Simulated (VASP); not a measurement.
# NaAg2 in VASP: a series of runs, part 3 of 3

VASP 6.6.1. The steps go on from the part before.

### Step 4. Single point, PBE

Input file INCAR:

```
PREC = Accurate
ENCUT = 520
EDIFF = 1E-6
ISMEAR = -1
SIGMA = 0.1
LREAL = False
LASPH = True
NELM = 100
ALGO = Fast
ISIF = 2
LWAVE = False
LCHARG = True
GGA = PE
LELF = True
LVHAR = True
NBANDS = 70
```

Input file KPOINTS:

```
regular mesh
0
Gamma
  3 2 2
```

Input file POSCAR:

```
NaAg2
1.0
    4.6018060000      0.3773060000      0.8419190000
    0.2114120000      7.7487300000      0.4559350000
   -2.0514820000      1.1753170000      7.0047820000
Ag Na
8 4
Direct
    0.5581297443      0.0293874513      0.1417242101
    0.0400337392      0.0776347064      0.7013253881
    0.1757197798      0.7259537484      0.6861257719
    0.5990243165      0.3878510798      0.1616348895
    0.6419987185      0.7477901495      0.9200131252
    0.7818385980      0.6820855998      0.3014263016
    0.1116359336      0.8757622000      0.0529629541
    0.5139573481      0.1889267597      0.7979399246
    0.7629666522      0.4819860180      0.6954358585
    0.2427449111      0.4262502992      0.4246483355
    0.5832153583      0.9361856737      0.5411691747
    0.0570549142      0.1216817031      0.3072074815
```

Potentials or basis: VASP PAW PBE potentials, release 64 (Ag, Na_pv).

On the command line:

```console
> cat potpaw_PBE.64/Ag/POTCAR potpaw_PBE.64/Na_pv/POTCAR > POTCAR
> mpirun -np 1 vasp_std > vasp.out
```

OUTCAR:

```text
PREC = Accurate
   ENCUT = 520
   EDIFF = 1E-6
   ISMEAR = -1
   LREAL = False
   LASPH = True
   NELM = 100
   ISIF = 2
   GGA = PE

 ion  position               nearest neighbor table
   1  0.558  0.029  0.142-   8 2.57   7 2.63   6 2.75  12 2.78  12 2.83   4 2.85  11 2.88   7 2.92
                             5 3.00
   2  0.040  0.078  0.701-   8 2.57   7 2.71   8 2.72   3 2.76  11 2.80  12 2.87  11 3.09   5 3.55
                             5 3.60
   3  0.176  0.726  0.686-   5 2.71   2 2.76  11 2.80   9 2.86  11 3.04   9 3.14   5 3.18   7 3.19
                             6 3.35
   4  0.599  0.388  0.162-  10 2.71  12 2.77   1 2.85   6 2.88   5 3.03   8 3.38
   5  0.642  0.748  0.920-   3 2.71   7 2.71   6 2.76  11 2.85   7 2.90   9 2.94   1 3.00   4 3.03
                             3 3.18   8 3.32   2 3.55   2 3.60
   6  0.782  0.682  0.301-  10 2.71   1 2.75   5 2.76   7 2.82   4 2.88   9 3.02  11 3.04   3 3.35
                             7 3.50
   7  0.112  0.876  0.053-   1 2.63   5 2.71   2 2.71   6 2.82   5 2.90   1 2.92  12 2.95   3 3.19
                             6 3.50   8 3.59   8 3.59
   8  0.514  0.189  0.798-   1 2.57   2 2.57   9 2.68   2 2.72  11 3.01  10 3.06   5 3.32   4 3.38
                             7 3.59   7 3.59
   9  0.763  0.482  0.695-   8 2.68   3 2.86   5 2.94   6 3.02   3 3.14
  10  0.243  0.426  0.425-   6 2.71   4 2.71   8 3.06
  11  0.583  0.936  0.541-   2 2.80   3 2.80   5 2.85   1 2.88   8 3.01   6 3.04   3 3.04   2 3.09

  12  0.057  0.122  0.307-   4 2.77   1 2.78   1 2.83   2 2.87   7 2.95

  LATTYP: Found a triclinic cell.
 ALAT       =     4.6933789408
 B/A-ratio  =     2.6078553402
 C/A-ratio  =     1.9397670670
 COS(alpha) =     0.0007641818
 COS(beta)  =     0.5880672415
 COS(gamma) =     0.6384439320

  Lattice vectors:

 A1 = (   4.6018060000,   0.3773060000,   0.8419190000)
 A2 = (   6.9407180000,  -5.8188010000,   8.2326850000)
 A3 = (   6.6532880000,  -0.7980110000,  -6.1628630000)

Analysis of symmetry for initial positions (statically):
=====================================================================
 Subroutine PRICEL returns:
 Original cell was already a primitive cell.

 Routine SETGRP: Setting up the symmetry group for a
 triclinic supercell.

 Subroutine GETGRP returns: Found  1 space group operations
 (whereof  1 operations were pure point group operations)
 out of a pool of  2 trial point group operations.

The static configuration has the point symmetry C_1 .

Analysis of symmetry for dynamics (positions and initial velocities):
=====================================================================
 Subroutine PRICEL returns:
 Original cell was already a primitive cell.

 Routine SETGRP: Setting up the symmetry group for a
 triclinic supercell.

 Subroutine GETGRP returns: Found  1 space group operations
 (whereof  1 operations were pure point group operations)
 out of a pool of  2 trial point group operations.

The dynamic configuration has the point symmetry C_1 .

 Subroutine INISYM returns: Found  1 space group operations
 (whereof  1 operations are pure point group operations),
 and found     1 'primitive' translations

----------------------------------------------------------------------------------------

                                     Primitive cell

[... 79 lines left out ...]
   dimension x,y,z NGXF=    72 NGYF=  120 NGZF=  112
   ions per type =               8   4
   NGX,Y,Z   is equivalent  to a cutoff of  12.75, 12.85, 12.59 a.u.
   NGXF,Y,Z  is equivalent  to a cutoff of  25.50, 25.69, 25.19 a.u.
 SYSTEM =  unknown system
   PREC   = accura    normal or accurate (medium, high low for compatibility)
   ISTART =      0    job   : 0-new  1-cont  2-samecut
   ICHARG =      2    charge: 1-file 2-atom 10-const
   ISPIN  =      1    spin polarized calculation?
   LNONCOLLINEAR =      F non collinear calculations
   LSORBIT =      F    spin-orbit coupling
   LASPH  =      T    aspherical Exc in radial PAW
   ENCUT  =  520.0 eV  38.22 Ry    6.18 a.u.   8.73 14.44 13.75*2*pi/ulx,y,z
   NELM   =    100;   NELMIN=  2; NELMDL= -5     # of ELM steps
   EDIFF  = 0.1E-05   stopping-criterion for ELM
   LREAL  =      F    real-space projection
   EDIFFG = 0.1E-04   stopping-criterion for IOM
   NSW    =      0    number of steps for IOM
   IBRION =     -1    ionic relax: 0-MD 1-quasi-New 2-CG
   NFREE  =      0    steps in history (QN), initial steepest desc. (CG)
   ISIF   =      2    stress and relaxation
   ISYM   =      2    0-nonsym 1-usesym 2-fastsym
   POTIM  = 0.5000    time-step for ionic-motion
   TEBEG  =    0.0;   TEEND  =   0.0 temperature during run
   PSTRESS=    0.0 pullay stress
   NELECT =     116.0000    total number of electrons
   NUPDOWN=      -1.0000    fix difference up-down
   EMIN   =  10.00;   EMAX   =-10.00  energy-range for DOS
   EFERMI =   0.00;   METHOD = LEGACY
   ISMEAR =    -1;   SIGMA  =   0.10  broadening in eV -4-tet -1-fermi 0-gaus
   EFERMI_NEDOS =   21; number of points for ismear=-14 and -15
   IALGO  =     68    algorithm
   IMIX   =      4    mixing-type and parameters
     AMIX     =   0.40;   BMIX     =  1.00
     AMIX_MAG =   1.60;   BMIX_MAG =  1.00
  volume/ion in A,a.u.               =      21.67       146.21
  Fermi-wavevector in a.u.,A,eV,Ry     =   1.250952  2.363956 21.291482  1.564880
  Thomas-Fermi vector in A             =   2.384922
   LORBIT       =      0    0 simple, 1 ext, 2 COOP (PROOUT), +10 PAW based schemes
   GGA     = PE    functional components
   LHFCALC =     F    Hartree Fock is set to
   AEXX    =    0.0000 exact exchange contribution
   IVDW    =     0    specifies the selected vdW correction
   LEPSILON=     F    determine dielectric tensor
   LRPA    =     F    only Hartree local field effects (RPA)
 non-spin polarized calculation
 RMM-DIIS sequential band-by-band and
  energy-cutoff  :      520.00
  volume of cell :      259.99
 maximum number of plane-waves:      7018
 NGX is ok and might be reduce to    36
   NGX = 17   NGY = 29   NGZ = 27

 number of electron     116.0000010 magnetization

 Free energy of the ion-electron system (eV)
  ---------------------------------------------------
  ext. energy  EPLUGINS =         0.00000000
  ---------------------------------------------------
  free energy    TOTEN  =       -24.61128448 eV

  energy without entropy =      -24.51293105  energy(sigma->0) =      -24.56210777

 E-fermi :   4.2923     XC(G=0):  -9.7447

 val. band max:        4.1699368412   @ k =   0.0000   0.5000   0.0000
 cond. band min:       4.3127318321   @ k =   0.0000   0.0000   0.0000
 fundamental gap:      0.1427949909
 Fermi energy:         4.2922522932

 k-point     1 :       0.0000    0.0000    0.0000
  band No.  band energies     occupation
      1     -19.9775      2.00000
      2     -19.9322      2.00000
      3     -19.9157      2.00000
      4     -19.8343      2.00000
      5     -19.8095      2.00000
      6     -19.7916      2.00000
[... 573 lines left out ...]
     69       9.5528      0.00000
     70       9.7836      0.00000

------------------------ aborting loop because EDIFF is reached ----------------------------------------

  FORCE on cell =-STRESS in cart. coord.  units (eV):
  Direction    XX          YY          ZZ          XY          YZ          ZX
  --------------------------------------------------------------------------------------
  -------------------------------------------------------------------------------------
  Total        9.3132205      4.7026563      8.4705407      2.7649484     -0.5418244      1.4680314
  in kB       57.3917467     28.9796274     52.1988208     17.0387052     -3.3389360      9.0465898
  external PRESSURE =      46.1900650 kB  Pullay stress =       0.0000000 kB

 VOLUME and BASIS-vectors are now :
 -----------------------------------------------------------------------------
  energy-cutoff  :      520.00
  volume of cell :      259.99
      direct lattice vectors                 reciprocal lattice vectors
     4.601806000  0.377306000  0.841919000     0.206707005 -0.009293485  0.062097363
     0.211412000  7.748730000  0.455935000    -0.006359506  0.130626128 -0.023779972
    -2.051482000  1.175317000  7.004782000    -0.024430601 -0.007385335  0.136843826

 POSITION                                       TOTAL-FORCE (eV/Angst)
 -----------------------------------------------------------------------------------
      2.28387      0.60487      1.47605         0.421692      0.111534      0.508570
     -1.23812      1.44095      4.98173        -0.340455      0.076691     -0.197469
     -0.44547      6.49793      5.28509        -0.416205     -0.332976     -0.181301
      2.50700      3.42134      1.81338         0.263245      0.232751     -0.721184
      1.22505      7.11796      7.32595        -0.252237      0.008090      0.181627
      3.12370      5.93456      3.08066        -0.406103      0.095963      0.178749
      0.59022      6.89041      0.86427        -0.041295     -0.563865      0.107258
      0.76811      2.59569      6.10824         0.211872      0.294382     -0.064892
      2.18625      4.84001      5.73349         0.226072      0.021929      0.265248
      0.33602      3.89358      3.37328         0.110343      0.163837      0.279312
      1.77157      8.11035      4.70863         0.130916     -0.017012     -0.229825
     -0.34195      1.32547      2.25544         0.092155     -0.091324     -0.126092
 -----------------------------------------------------------------------------------
    total drift:                               -0.000580      0.000565      0.000329

  FREE ENERGIE OF THE ION-ELECTRON SYSTEM (eV)
  ---------------------------------------------------
  free  energy   TOTEN  =       -24.6112844803 eV

  energy  without entropy=      -24.5129310537  energy(sigma->0) =      -24.56210777
```

Run time: 2.6 min. Hardware: 1 thread of Intel Xeon Platinum 8488C (Sapphire Rapids), shared host; peak memory 0.38 GiB.

What came out:

```yaml
Free_energy: -24.6113 eV
Pressure: 4.6 GPa
Largest_force: 0.802 eV/Å
Band_gap_on_the_k_mesh: none (metal or under the smearing width)
```

Forces on the atoms (eV/Å):
```
Ag   0.422  0.112  0.509
Ag  -0.340  0.077 -0.197
Ag  -0.416 -0.333 -0.181
Ag   0.263  0.233 -0.721
Ag  -0.252  0.008  0.182
Ag  -0.406  0.096  0.179
Ag  -0.041 -0.564  0.107
Ag   0.212  0.294 -0.065
Na   0.226  0.022  0.265
Na   0.110  0.164  0.279
Na   0.131 -0.017 -0.230
Na   0.092 -0.091 -0.126
```

Stress tensor (GPa, compression positive):
```
 5.74  1.70  0.90
 1.70  2.90 -0.33
 0.90 -0.33  5.22
```

Caveat: the k mesh is coarse (spacing up to 0.45 Å⁻¹), so the values aren't converged.
